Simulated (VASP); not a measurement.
OSZICAR of a VASP run on SrO (rock salt):

File OSZICAR:
```
       N       E                     dE             d eps       ncg     rms          rms(c)
DAV:   1     0.754918724934E+02    0.75492E+02   -0.86413E+03   696   0.128E+03
DAV:   2    -0.999801097579E+01   -0.85490E+02   -0.78853E+02   956   0.244E+02
DAV:   3    -0.134611750370E+02   -0.34632E+01   -0.34322E+01   920   0.489E+01
DAV:   4    -0.135617584932E+02   -0.10058E+00   -0.10053E+00  1004   0.702E+00
DAV:   5    -0.135622417874E+02   -0.48329E-03   -0.48329E-03   896   0.586E-01    0.145E+01
DAV:   6    -0.114636131280E+02    0.20986E+01   -0.10776E+01   812   0.237E+01    0.173E+01
DAV:   7    -0.113673381381E+02    0.96275E-01   -0.65766E-01   880   0.700E+00    0.953E+00
DAV:   8    -0.113834538998E+02   -0.16116E-01   -0.13764E-01   744   0.432E+00    0.872E-01
DAV:   9    -0.113865384694E+02   -0.30846E-02   -0.16591E-02   892   0.112E+00    0.261E-01
DAV:  10    -0.113881455902E+02   -0.16071E-02   -0.21463E-03   724   0.445E-01    0.679E-02
DAV:  11    -0.113884296315E+02   -0.28404E-03   -0.45795E-04   840   0.184E-01    0.764E-02
DAV:  12    -0.113884593863E+02   -0.29755E-04   -0.52096E-05   736   0.673E-02    0.909E-03
DAV:  13    -0.113884618726E+02   -0.24864E-05   -0.65331E-06   876   0.250E-02    0.149E-02
DAV:  14    -0.113884622846E+02   -0.41201E-06   -0.14299E-06   704   0.103E-02
   1 F= -.11388462E+02 E0= -.11388462E+02  d E =-.113885E+02
```

### Question
Which electronic solver shows in the log?

### Answer
It is blocked Davidson (ALGO = Normal, or the opening steps of other solvers). The INCAR had ALGO = Normal.

### Question
Can the final energy be trusted as converged?

### Answer
Self-consistency was reached. It stopped with EDIFF = 1E-6, NELM = 100, NSW = 60 and EDIFFG = -0.01 after 1 ionic step (RPBE GGA, plane waves, VASP's PBE PAW potentials (set 64)).

The compound is SrO in the rock salt structure. It was relaxed first, which changed the volume by +6 %. The start is the result of an earlier pass.
